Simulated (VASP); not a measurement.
Calculation: PBE GGA, VASP's PBE PAW potentials (set 64) (plane waves; VASP 6.6.1).

Input for VASP

**KPOINTS**
```
Automatic mesh
0
Gamma
1 1 1
0 0 0
```

INCAR:
```
SYSTEM = AsSi63
PREC = Normal
ENCUT = 400
EDIFF = 1E-5
NELM = 100
ALGO = Fast
LREAL = Auto
LASPH = .TRUE.
ISMEAR = 0
SIGMA = 0.05
GGA = PE
LMAXMIX = 4
LWAVE = .TRUE.
LCHARG = .FALSE.
NELMIN = 4
ISYM = 0
ISPIN = 2
NUPDOWN = 1
MAGMOM = 64*0.0156
LORBIT = 10
IBRION = 2
ISIF = 2
NSW = 60
EDIFFG = -0.03
```

File POSCAR:
```
AsSi63
1
   10.9370747000     0.0000000000     0.0000000000
    0.0000000000    10.9370747000     0.0000000000
   -0.0000000000    -0.0000000000    10.9370747000
Si As
63 1
Direct
  0.5000000000   0.0000000000   0.0000000000
  0.6250000000   0.1250000000   0.1250000000
  0.7500000000   0.2500000000   0.0000000000
  0.8750000000   0.3750000000   0.1250000000
  0.7500000000   0.0000000000   0.2500000000
  0.8750000000   0.1250000000   0.3750000000
  0.0000000000   0.0000000000   0.0000000000
  0.1250000000   0.1250000000   0.1250000000
  0.2500000000   0.2500000000   0.0000000000
  0.3750000000   0.3750000000   0.1250000000
  0.5000000000   0.5000000000   0.0000000000
  0.6250000000   0.6250000000   0.1250000000
  0.7500000000   0.7500000000   0.0000000000
  0.8750000000   0.8750000000   0.1250000000
  0.2500000000   0.0000000000   0.2500000000
  0.3750000000   0.1250000000   0.3750000000
  0.5000000000   0.2500000000   0.2500000000
  0.6254290000   0.3793020000   0.3786580000
  0.7500000000   0.5000000000   0.2500000000
  0.8750000000   0.6250000000   0.3750000000
  0.5000000000   0.0000000000   0.5000000000
  0.6250000000   0.1250000000   0.6250000000
  0.7500000000   0.2500000000   0.5000000000
  0.8750000000   0.3750000000   0.6250000000
  0.7500000000   0.0000000000   0.7500000000
  0.8750000000   0.1250000000   0.8750000000
  0.0000000000   0.5000000000   0.0000000000
  0.1250000000   0.6250000000   0.1250000000
  0.2500000000   0.7500000000   0.0000000000
  0.3750000000   0.8750000000   0.1250000000
  0.0000000000   0.2500000000   0.2500000000
  0.1250000000   0.3750000000   0.3750000000
  0.2500000000   0.5000000000   0.2500000000
  0.3759740000   0.6267570000   0.3753710000
  0.5000000000   0.7500000000   0.2500000000
  0.6250000000   0.8750000000   0.3750000000
  0.0000000000   0.0000000000   0.5000000000
  0.1250000000   0.1250000000   0.6250000000
  0.2500000000   0.2500000000   0.5000000000
  0.3761170000   0.3793120000   0.6265250000
  0.6228090000   0.6212300000   0.6266010000
  0.7500000000   0.7500000000   0.5000000000
  0.8750000000   0.8750000000   0.6250000000
  0.2500000000   0.0000000000   0.7500000000
  0.3750000000   0.1250000000   0.8750000000
  0.5000000000   0.2500000000   0.7500000000
  0.6250000000   0.3750000000   0.8750000000
  0.7500000000   0.5000000000   0.7500000000
  0.8750000000   0.6250000000   0.8750000000
  0.0000000000   0.7500000000   0.2500000000
  0.1250000000   0.8750000000   0.3750000000
  0.0000000000   0.5000000000   0.5000000000
  0.1250000000   0.6250000000   0.6250000000
  0.2500000000   0.7500000000   0.5000000000
  0.3750000000   0.8750000000   0.6250000000
  0.0000000000   0.2500000000   0.7500000000
  0.1250000000   0.3750000000   0.8750000000
  0.2500000000   0.5000000000   0.7500000000
  0.3750000000   0.6250000000   0.8750000000
  0.5000000000   0.7500000000   0.7500000000
  0.6250000000   0.8750000000   0.8750000000
  0.0000000000   0.7500000000   0.7500000000
  0.1250000000   0.8750000000   0.8750000000
  0.4995110000   0.4974630000   0.5035510000
```

POTCAR, in this order: Si As (PBE.64 set). Program: vasp_gam.

Output

### OSZICAR
```
       N       E                     dE             d eps       ncg     rms          rms(c)
DAV:   1     0.116771054731E+04    0.11677E+04   -0.96078E+04   644   0.114E+03
DAV:   2    -0.198625778112E+03   -0.13663E+04   -0.13001E+04   863   0.204E+02
DAV:   3    -0.340990717194E+03   -0.14236E+03   -0.13705E+03   792   0.602E+01
DAV:   4    -0.345309277155E+03   -0.43186E+01   -0.42943E+01   760   0.127E+01
DAV:   5    -0.345431363983E+03   -0.12209E+00   -0.12164E+00   768   0.219E+00    0.274E+01
RMM:   6    -0.340989914510E+03    0.44414E+01   -0.27346E+00   644   0.252E+00    0.167E+01
RMM:   7    -0.339050752247E+03    0.19392E+01   -0.71872E+00   655   0.421E+00    0.119E+00
RMM:   8    -0.339092966123E+03   -0.42214E-01   -0.65220E-01   650   0.161E+00    0.841E-01
RMM:   9    -0.339110954858E+03   -0.17989E-01   -0.14799E-01   644   0.765E-01    0.530E-01
RMM:  10    -0.339115488587E+03   -0.45337E-02   -0.34938E-02   652   0.362E-01    0.376E-01
RMM:  11    -0.339118863736E+03   -0.33751E-02   -0.19542E-02   658   0.258E-01    0.157E-01
RMM:  12    -0.339119042287E+03   -0.17855E-03   -0.42431E-03   647   0.132E-01    0.847E-02
RMM:  13    -0.339119027077E+03    0.15211E-04   -0.85293E-04   697   0.637E-02    0.117E-01
RMM:  14    -0.339119044380E+03   -0.17303E-04   -0.18385E-04   621   0.264E-02    0.105E-01
RMM:  15    -0.339119075364E+03   -0.30984E-04   -0.76764E-05   537   0.183E-02    0.434E-02
RMM:  16    -0.339119075504E+03   -0.14032E-06   -0.29295E-05   452   0.105E-02
   1 F= -.33911908E+03 E0= -.33911807E+03  d E =-.339119E+03  mag=     1.0000
       N       E                     dE             d eps       ncg     rms          rms(c)
DAV:   1    -0.339415627741E+03   -0.29655E+00   -0.72115E+00   696   0.466E+00    0.116E+00
RMM:   2    -0.339464132604E+03   -0.48505E-01   -0.57875E-01   644   0.138E+00    0.512E-01
RMM:   3    -0.339471897631E+03   -0.77650E-02   -0.99014E-02   665   0.622E-01    0.335E-01
RMM:   4    -0.339471948221E+03   -0.50590E-04   -0.13321E-02   653   0.263E-01    0.169E-01
RMM:   5    -0.339472224159E+03   -0.27594E-03   -0.34601E-03   671   0.128E-01    0.673E-02
RMM:   6    -0.339472308424E+03   -0.84265E-04   -0.92501E-04   706   0.623E-02    0.382E-02
RMM:   7    -0.339472311726E+03   -0.33021E-05   -0.25593E-04   611   0.283E-02    0.126E-02
RMM:   8    -0.339472315374E+03   -0.36473E-05   -0.48179E-05   472   0.143E-02
   2 F= -.33947232E+03 E0= -.33947231E+03  d E =-.353240E+00  mag=     1.0000
       N       E                     dE             d eps       ncg     rms          rms(c)
DAV:   1    -0.339485637166E+03   -0.13325E-01   -0.56897E-01   712   0.131E+00    0.313E-01
RMM:   2    -0.339489192870E+03   -0.35557E-02   -0.43838E-02   644   0.384E-01    0.141E-01
RMM:   3    -0.339489866303E+03   -0.67343E-03   -0.79287E-03   664   0.177E-01    0.767E-02
RMM:   4    -0.339489897705E+03   -0.31402E-04   -0.12047E-03   659   0.761E-02    0.392E-02
RMM:   5    -0.339489920473E+03   -0.22768E-04   -0.24119E-04   669   0.347E-02    0.168E-02
RMM:   6    -0.339489926128E+03   -0.56555E-05   -0.63846E-05   501   0.165E-02
   3 F= -.33948993E+03 E0= -.33948993E+03  d E =-.370851E+00  mag=     1.0000
       N       E                     dE             d eps       ncg     rms          rms(c)
DAV:   1    -0.339517565984E+03   -0.27646E-01   -0.72789E-01   664   0.157E+00    0.400E-01
RMM:   2    -0.339521797243E+03   -0.42313E-02   -0.48599E-02   644   0.458E-01    0.164E-01
RMM:   3    -0.339522388859E+03   -0.59162E-03   -0.82624E-03   651   0.208E-01    0.777E-02
RMM:   4    -0.339522471008E+03   -0.82148E-04   -0.14495E-03   675   0.908E-02    0.422E-02
RMM:   5    -0.339522488483E+03   -0.17475E-04   -0.24566E-04   674   0.379E-02    0.182E-02
RMM:   6    -0.339522494560E+03   -0.60772E-05   -0.55908E-05   509   0.171E-02
   4 F= -.33952249E+03 E0= -.33952249E+03  d E =-.325684E-01  mag=     1.0000
       N       E                     dE             d eps       ncg     rms          rms(c)
DAV:   1    -0.339524113313E+03   -0.16248E-02   -0.73201E-02   712   0.500E-01    0.128E-01
RMM:   2    -0.339524545328E+03   -0.43201E-03   -0.49395E-03   644   0.146E-01    0.522E-02
RMM:   3    -0.339524608549E+03   -0.63221E-04   -0.85231E-04   652   0.667E-02    0.248E-02
RMM:   4    -0.339524617242E+03   -0.86931E-05   -0.14685E-04   659   0.291E-02    0.135E-02
RMM:   5    -0.339524619088E+03   -0.18459E-05   -0.25426E-05   425   0.122E-02
   5 F= -.33952462E+03 E0= -.33952462E+03  d E =-.346930E-01  mag=     1.0000
       N       E                     dE             d eps       ncg     rms          rms(c)
DAV:   1    -0.339530521765E+03   -0.59045E-02   -0.14781E-01   680   0.733E-01    0.197E-01
RMM:   2    -0.339531306487E+03   -0.78472E-03   -0.90441E-03   644   0.208E-01    0.782E-02
RMM:   3    -0.339531436600E+03   -0.13011E-03   -0.16167E-03   655   0.947E-02    0.383E-02
RMM:   4    -0.339531448795E+03   -0.12195E-04   -0.25673E-04   669   0.412E-02    0.183E-02
RMM:   5    -0.339531453759E+03   -0.49637E-05   -0.57138E-05   546   0.191E-02
   6 F= -.33953145E+03 E0= -.33953145E+03  d E =-.683467E-02  mag=     1.0000
       N       E                     dE             d eps       ncg     rms          rms(c)
DAV:   1    -0.339532068402E+03   -0.61961E-03   -0.33360E-02   728   0.348E-01    0.933E-02
RMM:   2    -0.339532251397E+03   -0.18299E-03   -0.20846E-03   644   0.998E-02    0.372E-02
RMM:   3    -0.339532284020E+03   -0.32623E-04   -0.38286E-04   657   0.459E-02    0.190E-02
RMM:   4    -0.339532286841E+03   -0.28211E-05   -0.58899E-05   575   0.200E-02
   7 F= -.33953229E+03 E0= -.33953229E+03  d E =-.766775E-02  mag=     1.0000
       N       E                     dE             d eps       ncg     rms          rms(c)
DAV:   1    -0.339533124950E+03   -0.84093E-03   -0.31001E-02   680   0.333E-01    0.885E-02
RMM:   2    -0.339533296393E+03   -0.17144E-03   -0.18684E-03   644   0.935E-02    0.341E-02
RMM:   3    -0.339533320967E+03   -0.24574E-04   -0.32440E-04   653   0.429E-02    0.165E-02
RMM:   4    -0.339533323885E+03   -0.29180E-05   -0.55814E-05   546   0.191E-02
   8 F= -.33953332E+03 E0= -.33953332E+03  d E =-.103704E-02  mag=     1.0000
```

**OUTCAR**
```
------------------------ aborting loop because EDIFF is reached ----------------------------------------
  FORCE on cell =-STRESS in cart. coord.  units (eV):
  Direction    XX          YY          ZZ          XY          YZ          ZX
  --------------------------------------------------------------------------------------
  Total        7.0072726      6.9878714      7.0189082      0.0770617     -0.0175462     -0.0029139
  in kB        8.5813588      8.5575993      8.5956082      0.0943725     -0.0214877     -0.0035685
  external PRESSURE =       8.5781888 kB  Pullay stress =       0.0000000 kB
  volume of cell :     1308.29
      direct lattice vectors                 reciprocal lattice vectors
    10.937074700  0.000000000  0.000000000     0.091432127  0.000000000  0.000000000
     0.000000000 10.937074700  0.000000000     0.000000000  0.091432127  0.000000000
     0.000000000  0.000000000 10.937074700     0.000000000  0.000000000  0.091432127
 POSITION                                       TOTAL-FORCE (eV/Angst)
 -----------------------------------------------------------------------------------
      5.46840      0.00142      0.00244        -0.001559      0.002237      0.003294
      6.84003      1.37197      1.37440         0.010821     -0.000923      0.004510
      8.20289      2.73332      0.00597         0.006557     -0.001039     -0.006492
      9.56522      4.09673      1.37383        -0.003525     -0.008084      0.005712
      8.20267      0.00295      2.73588         0.009696      0.001038     -0.003329
      9.56603      1.37283      4.09673         0.003021     -0.006401     -0.008213
     10.93704     10.93693     10.93651        -0.000631      0.003899      0.003580
      1.36973      1.36995      1.36956         0.003325     -0.000592      0.003952
      2.73581      2.73517     10.93575        -0.006714     -0.002502      0.000210
      4.09916      4.09829      1.37044        -0.007199     -0.005891     -0.004149
      5.46768      5.46748      0.00205        -0.000553      0.005323     -0.002462
      6.83862      6.83888      1.36693         0.006974      0.002387     -0.002609
      8.20251      8.20251     10.93398         0.002250      0.005140      0.001668
      9.56741      9.56778      1.36967         0.003093     -0.001642      0.001314
      2.73601     10.93664      2.73611        -0.011274      0.002768     -0.008043
      4.09933      1.37140      4.09881        -0.005006     -0.008418      0.001560
      5.46331      2.73161      2.73156        -0.000605     -0.008005     -0.009369
      6.89141      4.05241      4.05294         0.007347     -0.007006     -0.006788
      8.21078      5.48052      2.72850        -0.003676     -0.006310     -0.000439
      9.56963      6.84112      4.09941         0.007774     -0.000412     -0.005039
      5.46831      0.00088      5.46745        -0.002190     -0.000864     -0.003893
      6.83828      1.36733      6.83858         0.002172     -0.002770      0.004279
      8.21096      2.72759      5.47950         0.004463     -0.000705     -0.000405
      9.57196      4.09759      6.83993         0.002072     -0.003803      0.003423
      8.20197     10.93395      8.20220         0.001687      0.011239      0.007043
      9.56739      1.36984      9.56723        -0.003711      0.003042     -0.001415
     10.93608      5.46835      0.00345        -0.002397      0.001102      0.001907
      1.37133      6.84003      1.37322        -0.000011      0.013449      0.003859
      2.73374      8.20357      0.00571        -0.005700      0.008402     -0.003528
      4.09623      9.56753      1.37302        -0.005474     -0.004031      0.000988
     10.93533      2.73551      2.73530         0.000492     -0.005041     -0.002982
      1.36957      4.09903      4.09832        -0.003920     -0.007024      0.000662
      2.72926      5.46169      2.72891        -0.005260      0.000245     -0.002570
      4.04671      6.89458      4.04735         0.005703      0.001434      0.005710
      5.47983      8.21189      2.72650        -0.009907     -0.001622      0.002636
      6.84041      9.56875      4.09973        -0.000647      0.008691     -0.002184
     10.93545     10.93668      5.46919        -0.003177      0.004138     -0.004086
      1.37107      1.37067      6.84021         0.001536     -0.002554      0.009523
      2.72783      2.72877      5.46255        -0.008572     -0.006926     -0.000495
      4.04065      4.04577      6.90150         0.009394     -0.000601     -0.008926
      6.89041      6.88806      6.89779        -0.004477      0.009203      0.000148
      8.20724      8.20667      5.46346         0.005836      0.010051     -0.001608
      9.56393      9.56566      6.84040        -0.002744     -0.006496      0.011525
      2.73518      0.00365      8.20256        -0.004356     -0.002069      0.004608
      4.09656      1.37132      9.56724        -0.007299      0.001265      0.002275
      5.47875      2.72621      8.21317        -0.001140     -0.000353      0.001554
      6.83972      4.09681      9.57372         0.002527     -0.003941      0.001051
      8.21275      5.45602      8.21425        -0.000045      0.011154     -0.001327
      9.56719      6.84075      9.56719        -0.002700      0.004893     -0.000563
      0.00353      8.20326      2.73548        -0.001040      0.010157     -0.005265
      1.37177      9.56806      4.09632        -0.004590     -0.000678     -0.004433
      0.00019      5.46798      5.46727         0.000422      0.003567      0.000392
      1.36538      6.84034      6.83802         0.001255     -0.004329      0.009679
      2.72586      8.21255      5.47850         0.001700      0.000855     -0.001017
      4.09870      9.57064      6.83903        -0.002545      0.005005      0.006420
      0.00486      2.73414      8.20313        -0.007549      0.000031      0.006655
      1.36986      4.09638      9.56953         0.001538     -0.003468      0.002230
      2.72188      5.48203      8.21634         0.004750     -0.009919     -0.006971
      4.09755      6.84132      9.57370        -0.003921     -0.007650      0.003231
      5.45827      8.21160      8.21333         0.007095      0.002633     -0.000337
      6.84068      9.56766      9.56732         0.003160     -0.003138      0.004371
     10.93311      8.20327      8.20195         0.003158      0.004017      0.008049
      1.36979      9.56779      9.56712         0.002834     -0.005035      0.000431
      5.46247      5.46878      5.47825         0.011463      0.002878     -0.019510
 -----------------------------------------------------------------------------------
    total drift:                               -0.005239     -0.004957      0.029848
  FREE ENERGIE OF THE ION-ELECTRON SYSTEM (eV)
  ---------------------------------------------------
  free  energy   TOTEN  =      -339.5333238853 eV

  energy  without entropy=     -339.5333234319  energy(sigma->0) =     -339.53332366

 total charge

# of ion       s       p       d       tot
------------------------------------------
    1        0.748   0.938   0.000   1.686
    2        0.737   0.946   0.000   1.683
    3        0.738   0.946   0.000   1.684
    4        0.737   0.946   0.000   1.683
    5        0.738   0.946   0.000   1.684
    6        0.737   0.946   0.000   1.682
    7        0.739   0.944   0.000   1.683
    8        0.737   0.945   0.000   1.682
    9        0.738   0.946   0.000   1.684
   10        0.737   0.948   0.000   1.685
   11        0.739   0.945   0.000   1.684
   12        0.737   0.948   0.000   1.685
   13        0.738   0.946   0.000   1.684
   14        0.737   0.945   0.000   1.682
   15        0.738   0.946   0.000   1.684
   16        0.737   0.948   0.000   1.684
   17        0.737   0.950   0.000   1.687
   18        0.745   0.915   0.000   1.660
   19        0.737   0.950   0.000   1.687
   20        0.737   0.948   0.000   1.685
...
```
(Selected blocks of OUTCAR.)

CONTCAR:
```
AsSi63
   1.00000000000000
    10.9370747000000001    0.0000000000000000    0.0000000000000000
     0.0000000000000000   10.9370747000000001    0.0000000000000000
     0.0000000000000000    0.0000000000000000   10.9370747000000001
  Si              As
    63     1
Direct
     0.4999877672043873    0.0001294635945314    0.0002230148854288
     0.6253988685594883    0.1254423573235530    0.1256639645859473
     0.7500080728436795    0.2499131627813493    0.0005458456104106
     0.8745688375239574    0.3745730972022004    0.1256124084800405
     0.7499872352243605    0.0002693416859816    0.2501476950315221
     0.8746429149013676    0.1255205181810147    0.3745727256392511
     0.9999972337361501    0.9999863902587748    0.9999480619369907
     0.1252374436864194    0.1252570415611431    0.1252220195265929
     0.2501412481627679    0.2500823007653866    0.9998786217570003
     0.3747948837766311    0.3747150651988985    0.1253022936177329
     0.4999216956985542    0.4999031903756065    0.0001871453783215
     0.6252696164932268    0.6252933724609526    0.1249816375495723
     0.7499725372433355    0.7499728251856416    0.9997172646593551
     0.8747690527027976    0.8748022728307889    0.1252315435018631
     0.2501592201165948    0.9999606423517822    0.2501686539596764
     0.3748101299759580    0.1253899829345884    0.3747629381724079
     0.4995224209149866    0.2497571147205984    0.2497521185245455
     0.6300961680023452    0.3705205689163273    0.3705693796134162
     0.7507293045878745    0.5010952386553811    0.2494728510626766
     0.8749717622752887    0.6254978064885420    0.3748179123525099
     0.4999789386255867    0.0000804455540041    0.4999008369217323
     0.6252384071368648    0.1250179781369638    0.6252655973049666
     0.7507458060940648    0.2493894429209430    0.5010022531267994
     0.8751849319794448    0.3746516052876872    0.6253891801586372
     0.7499236708604330    0.9997144398281809    0.7499446470299728
     0.8747665534522671    0.1252471483607251    0.8747521867647443
     0.9999088878847142    0.4999827834761743    0.0003158658045675
     0.1253832664496474    0.6253983850218151    0.1255566570131167
     0.2499521078835019    0.7500701974434199    0.0005221075697150
     0.3745274136684286    0.8747792141483790    0.1255380884538623
     0.9998403942702325    0.2501134460132954    0.2500946363930267
     0.1252227543035304    0.3747829697644048    0.3747176659664196
     0.2495419567563015    0.4993739571554022    0.2495101843114943
     0.3699997024040322    0.6303862708520165    0.3700577476122690
     0.5010327820419169    0.7508301658510257    0.2492892434476928
     0.6254334889486448    0.8748909393232177    0.3748472265270947
     0.9998512366605362    0.9999639970589814    0.5000594918330437
     0.1253598813323191    0.1253236907799761    0.6254148217677856
     0.2494114340118745    0.2494974934828054    0.4994523793372520
     0.3694453862421893    0.3699129691771622    0.6310190392715345
     0.6300046835758921    0.6297900006485229    0.6306800441840478
     0.7504051462093168    0.7503537195104810    0.4995357799296074
     0.8744506659218613    0.8746087596170790    0.6254326648377867
     0.2500837442407600    0.0003338913887625    0.7499779027855886
     0.3745574822099487    0.1253824935714518    0.8747527820143025
     0.5009336596545156    0.2492630225999176    0.7509473585975818
     0.6253703050465661    0.3745800264748185    0.8753458581202960
     0.7509089308724769    0.4988553288790791    0.7510460289756025
     0.8747486063269978    0.6254644658946971    0.8747481242194111
     0.0003224734421736    0.7500411616727024    0.2501105497359591
     0.1254242323877643    0.8748278813583640    0.3745350571180074
     0.0000171191264547    0.4999487067752772    0.4998843317620837
     0.1248397914891427    0.6254264132235809    0.6252144743916213
     0.2492310172968053    0.7508912588424912    0.5009112215073505
     0.3747528336138555    0.8750636218485272    0.6253068919308974
     0.0004447019479612    0.2499883485184324    0.7500296171221336
     0.1252496672023490    0.3745404506263699    0.8749627065038927
     0.2488674829931734    0.5012339064550654    0.7512377276995676
     0.3746473980739693    0.6255167821152351    0.8753440635337072
     0.4990614515656650    0.7508039085197968    0.7509623912291059
     0.6254578449108622    0.8747918492658221    0.8747602703535726
     0.9996376135894212    0.7500426295414566    0.7499219070232279
     0.1252428423555090    0.8748034622542007    0.8747419626896916
     0.4994448913098482    0.5000226172882456    0.5008883312739746
```

The supercell is sampled at Γ alone, which is coarse: total energies, pressure and levels can be off, energies of defects by several tenths of an eV.

The cell is a supercell with a defect, built from Si (diamond): As_Si.
